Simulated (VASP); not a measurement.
Computed with PBE GGA, VASP's PBE PAW potentials (set 64) (plane waves; VASP).

VASP ran on this input.

### INCAR
```
# general
SYSTEM   =  Zn16H
PREC     =  Normal
ENCUT    =  400
LREAL    =  .FALSE.   # projection in real space or not
LASPH    =  .TRUE.   # aspherical one-centre terms

# electronic loop
EDIFF    =  1E-5
NELM     =  100   # most electronic steps
NELMIN   =  4
ALGO     =  Normal
LMAXMIX  =  4   # l cut-off of mixed one-centre charges

# smearing
ISMEAR   =  1   # Methfessel-Paxton
SIGMA    =  0.1   # width (eV)

# functional
GGA      =  PE   # PBE

# ions
IBRION   =  2   # conjugate gradients
NSW      =  50
ISIF     =  2   # forces and stress, cell fixed
EDIFFG   =  -0.03   # ionic stop

# output
LWAVE    =  .TRUE.
LCHARG   =  .FALSE.

# other
LDIPOL   =  .TRUE.
IDIPOL   =  3
DIPOL    =  0.5 0.5 0.5
```

**KPOINTS**
```
Regular mesh
0
G
  6 6 1
0 0 0
```

POSCAR:
```
Zn16H
1
    5.3549079940     0.0000000000     0.0000000000
    2.6774534937     4.6374863435     0.0000000000
    0.0000000000     0.0000000000    21.0581613014
Zn H
16 1
Direct
 -0.1666670000   0.3333330000   0.3267210000
  0.3333330000   0.3333330000   0.3267210000
 -0.1666670000   0.8333330000   0.3267210000
  0.3333330000   0.8333330000   0.3267210000
  0.0000000000   0.0000000000   0.4422400000
  0.5000000000   0.0000000000   0.4422400000
  0.0000000000   0.5000000000   0.4422400000
  0.5000000000   0.5000000000   0.4422400000
 -0.1666670000   0.3333330000   0.5577600000
  0.3333330000   0.3333330000   0.5577600000
 -0.1666670000   0.8333330000   0.5577600000
  0.3333330000   0.8333330000   0.5577600000
  0.0000000000   0.0000000000   0.6732790000
  0.5000000000   0.0000000000   0.6732790000
  0.0000000000   0.5000000000   0.6732790000
  0.5000000000   0.5000000000   0.6732790000
  0.3333330000   0.3333330000   0.7161260000
```

POTCAR, in this order: Zn H (PBE.64 set). Program: vasp_std.

Q: What will the output report for the number of irreducible k-points (NKPTS), largest plane-wave count, number of space-group operations, FFT grid (NGX, NGY, NGZ)?

A: 
```yaml
number of irreducible k-points (NKPTS): 7
largest_plane_wave_count: 9519
number_of_space_group_operations: 6
FFT grid (NGX, NGY, NGZ): 28 × 28 × 108
```

The cell is a thin slab with vacuum, built from Zn (hcp): (001) face, H adsorbed.
